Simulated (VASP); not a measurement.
An input for Quantum ESPRESSO's pw.x (written as the equivalent of a VASP run, and not itself run):

```
&CONTROL
  calculation = 'scf'
  pseudo_dir = './pseudo'
  outdir = './out'
  tprnfor = .true.
  tstress = .true.
/
&SYSTEM
  ibrav = 0
  nat = 3
  ntyp = 2
  ecutwfc = 80
  occupations = 'smearing'
  smearing = 'gaussian'
  degauss = 0.003675
  input_dft = 'pbe'
/
&ELECTRONS
  conv_thr = 7.3e-08
  electron_maxstep = 100
/
ATOMIC_SPECIES
  Mo 95.950 Mo.upf
  Si 28.085 Si.upf
CELL_PARAMETERS angstrom
     0.0000000    3.0394870    3.0394870
     3.0394870    0.0000000    3.0394870
     3.0394870    3.0394870    0.0000000
ATOMIC_POSITIONS crystal
  Mo   0.0000000  0.0000000  0.0000000
  Si   0.2500000  0.2500000  0.2500000
  Si   0.7500000  0.7500000  0.7500000
K_POINTS automatic
  1 1 1 0 0 0
```

**Question.** Translate this input to VASP (INCAR, KPOINTS, POSCAR, choice of POTCAR).

**Answer.** This is not unique; one that fits is 
**INCAR**
```
! general
SYSTEM  = Si2Mo
PREC    = Accurate
ENCUT   = 400
LREAL   = .False.
LASPH   = .True.   ! aspherical one-centre terms

! electronic loop
EDIFF   = 1E-6   ! SCF stop (eV)
NELM    = 100   ! most electronic steps
ALGO    = Normal   ! blocked Davidson
LMAXMIX = 4   ! l cut-off of mixed one-centre charges

! smearing
ISMEAR  = 0   ! Gaussian
SIGMA   = 0.05   ! width (eV)

! functional
GGA     = PE

! ions
ISIF    = 2

! output
LWAVE   = .False.
LCHARG  = .False.
```

### POSCAR
```
Si2Mo
3.0394870
  0.0000000000   1.0000000000   1.0000000000
  1.0000000000   0.0000000000   1.0000000000
  1.0000000000   1.0000000000   0.0000000000
Mo Si
1 2
direct
  0.0000000000   0.0000000000   0.0000000000
  0.2500000000   0.2500000000   0.2500000000
  0.7500000000   0.7500000000   0.7500000000
```

File KPOINTS:
```
Automatic mesh
0
Gamma
1 1 1
0 0 0
```

POTCAR, in this order: Mo_sv Si (PBE.64 set). Program: vasp_std.

The two are equivalent in intent, not identical: the potentials are each code's own (VASP's PAW set, PseudoDojo norm-conserving files in pw.x), so ENCUT and ecutwfc are chosen apart and not converted; conv_thr bounds pw.x's estimated SCF error, while EDIFF bounds the energy change between steps.

The structure was generated: Si2Mo was put into the fluorite type (Fm-3m), which need not be its known phase. The cell was not relaxed at this level. The k-mesh is coarse (spacing up to 1.79 per Å, 2π included), so the numbers may not be converged in it.
